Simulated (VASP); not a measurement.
Given:

```xyz
2
Lattice="2.9655 0.0000 0.0000 0.0000 2.9655 0.0000 0.0000 0.0000 2.9655" Properties=species:S:1:pos:R:3 pbc="T T T"
Hf     0.0000     0.0000     0.0000
B      1.4828     1.4828     1.4828
```

Computed with PBEsol GGA, VASP's PBE PAW potentials (set 64) (plane waves; VASP). Numerical set-up: 520 eV cut-off, Gaussian smearing of 0.050 eV, potentials Hf_pv B.

### Question
Give the energies of bands 4 to 9 at the high-symmetry points, in eV from the Fermi level.

### Answer

```json
[
 {"band": "4", "Γ": "-11.05", "X": "-6.76", "M": "-7.59", "R": "-5.13"},
 {"band": "5", "Γ": "-2.09", "X": "-6.66", "M": "-2.20", "R": "-5.13"},
 {"band": "6", "Γ": "-2.09", "X": "-0.90", "M": "-2.20", "R": "-5.13"},
 {"band": "7", "Γ": "2.36", "X": "-0.47", "M": "-1.58", "R": "-3.03"},
 {"band": "8", "Γ": "2.36", "X": "-0.47", "M": "2.60", "R": "7.40"},
 {"band": "9", "Γ": "2.36", "X": "6.03", "M": "2.60", "R": "7.40"}
]
```

It has no gap at this level: it comes out as a metal or semimetal.

The structure was generated: HfB was put into the CsCl type type (Pm-3m), which need not be its known phase. It was relaxed first, which changed the volume by -32 %. The electron count is odd and the run is not spin-polarised, which forces a metal.
